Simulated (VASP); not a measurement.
Crystal: AlC6.

```
CELL_PARAMETERS angstrom
3.89766 0.00000 0.00000
0.00000 3.89766 0.00000
0.00000 0.00000 3.89766
ATOMIC_POSITIONS crystal
Al 0.00000 0.00000 0.00000
C 0.17301 0.50000 0.50000
C 0.50000 0.50000 0.82699
C 0.50000 0.50000 0.17301
C 0.50000 0.17301 0.50000
C 0.50000 0.82699 0.50000
C 0.82699 0.50000 0.50000
```

The cell was built by a generator and needn't be a form met in nature.

The cell isn't the ideal one: species swapped into the CaB6 type (Pm-3m, No. 221).

* Program: VASP 6.6.1
* Task: relaxation of cell and atoms
* Functional: PBE
* Potentials or basis: VASP PAW PBE potentials, release 64 (Al, C)
* Cutoff: 600 eV
* k mesh: 10 × 10 × 10
* Occupations: gaussian, width 0.1 eV
* Spin: no spin polarisation

At the start: pressure -0.3 GPa; volume 8.46 Å³/atom.

Problem. How do energy, volume and symmetry change on relaxing?

Solution. Over 5 steps the energy falls by 2.7 meV/atom and the volume is 8.35 Å³/atom (-1.2 %); space group Pm-3m (No. 221, to 0.05 Å).

Step by step:
| step | energy change (eV) | largest force (eV/Å) | pressure (GPa) | volume (Å³) |
| --- | --- | --- | --- | --- |
| 1 | 0.0000 | 0.6026 | -0.27 | 59.21 |
| 2 | 0.0737 | 1.3597 | -5.87 | 59.09 |
| 3 | -0.0141 | 0.0058 | -2.06 | 59.18 |
| 4 | -0.0186 | 0.0079 | 0.33 | 58.38 |
| 5 | -0.0187 | 0.0068 | 0.02 | 58.48 |

Final structure:
```
Al C
1.0
     3.88148    0.00000    0.00000
     0.00000    3.88148    0.00000
     0.00000    0.00000    3.88148
Al C
1 6
Cartesian
  3.8815 0.0000 0.0000
  0.6817 1.9407 1.9407
  1.9407 1.9407 3.1998
  1.9407 1.9407 0.6817
  1.9407 0.6817 1.9407
  1.9407 3.1998 1.9407
  3.1998 1.9407 1.9407
```
